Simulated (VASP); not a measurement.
Input:

```
CELL_PARAMETERS angstrom
      0.00000     2.21070     2.21070
      2.21070     0.00000     2.21070
      2.21070     2.21070     0.00000
ATOMIC_POSITIONS crystal
  Ta 0.00000 0.00000 0.00000
  C  0.50000 0.50000 0.50000
```

Method: LDA (Ceperley-Alder, Perdew-Zunger) with spin-orbit coupling, VASP's LDA PAW potentials (set 64) (plane waves; VASP 6.6.1). Settings: 520 eV cut-off, 13×13×13 Γ-centred mesh, Gaussian smearing of 0.050 eV, potentials Ta_pv C.

### Question
Give the energies of bands 9 to 21 at the high-symmetry points, in eV from the Fermi level.

### Answer

```
band      Γ      X      U      L      W
----  -----  -----  -----  -----  -----
9     -1.53  -4.67  -5.95  -8.80  -5.33
10    -1.53  -4.67  -5.95  -8.80  -5.33
11    -1.53  -4.51  -4.77  -5.62  -5.20
12    -1.53  -4.51  -4.77  -5.62  -5.20
13    -1.16  -1.79  -3.78  -5.50  -4.63
14    -1.16  -1.79  -3.78  -5.50  -4.63
15    -0.55  -1.38  -0.58   2.74   1.67
16    -0.55  -1.38  -0.58   2.74   1.67
17    -0.32   2.66   3.18   2.76   1.70
18    -0.32   2.66   3.18   2.76   1.70
19    -0.32   3.97   4.11   3.89   4.19
20    -0.32   3.97   4.11   3.89   4.19
21     0.72   4.45   6.53   5.63   5.19
```

It has no gap at this level: it comes out as a metal or semimetal.

The compound is TaC in the rock salt structure. It was relaxed first.
